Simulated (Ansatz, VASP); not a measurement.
NaB4 in VASP and in Ansatz

Contents of INCAR:

```
SYSTEM = NaB4
ALGO = Normal
EDIFF = 1E-7
ENCUT = 520
GGA = PE
ISIF = 2
ISMEAR = 0
LASPH = .True.
LCHARG = .False.
LREAL = .False.
LWAVE = .False.
NBANDS = 18
NELM = 80
PREC = Accurate
SIGMA = 0.1
```

File KPOINTS:

```
k-points
0
Gamma
  8 8 8
  0 0 0
```

File POSCAR:

```
NaB4
1.0
   -1.7098435400      1.7098435400      4.5372441000
    1.7098435400     -1.7098435400      4.5372441000
    1.7098435400      1.7098435400     -4.5372441000
Na B
1 4
Direct
    0.0000000000      0.0000000000      0.0000000000
    0.7500000000      0.2500000000      0.5000000000
    0.3893334900      0.3893334900      0.0000000000
    0.6106665100      0.6106665100      0.0000000000
    0.2500000000      0.7500000000      0.5000000000
```

Input for Ansatz:

```yaml
crystal:
  lattice:
    - [-1.70984354, 1.70984354, 4.5372441]
    - [1.70984354, -1.70984354, 4.5372441]
    - [1.70984354, 1.70984354, -4.5372441]
  atoms:
    - { symbol: Na, position: [0.0, 0.0, 0.0] }
    - { symbol: B, position: [0.75, 0.25, 0.5] }
    - { symbol: B, position: [0.38933349, 0.38933349, 0.0] }
    - { symbol: B, position: [0.61066651, 0.61066651, 0.0] }
    - { symbol: B, position: [0.25, 0.75, 0.5] }
basis:
  ecutwfc: 420
kpoints:
  mp_grid: { grid: [8, 8, 8] }
hamiltonian:
  xc: pbe
scf:
  occupations: { method: gaussian, width: 0.1 }
  lower_state_search: "off"
output:
  forces: true
  stress: true
  eigenvalues: true
```

Change from the starting cell: species swapped into the NaGa4 type (I4/mmm, No. 139).

Alike in both runs: task single point; functional PBE; k mesh 8 × 8 × 8; occupations gaussian, width 0.1 eV; no spin polarisation.

```csv
,VASP,Ansatz
version,VASP 6.6.1,Ansatz 0.2.0
potentials or method,"VASP PAW PBE potentials, release 64 (Na_pv, B)","scalar-relativistic, plane waves, PAW"
plane-wave cutoff (eV),520,420
valence electrons in the cell,19,21
```

|  | VASP | Ansatz | Ansatz less VASP |
| --- | --- | --- | --- |
| gap on the k mesh at the Fermi level (eV) | none | none | - |
| rms of the force components (eV/Å) | 0.572 | 0.570 | -0.0016 |

Atom by atom the forces differ by 0.002 eV/Å (rms over components). A gap of «none» marks a metal or a gap that the smearing closes. The two sets of potentials don't hold the same shells in valence.

Caveats: forces of over 1 eV/Å show positions far from the minimum, so gaps and moduli don't describe the material at rest.
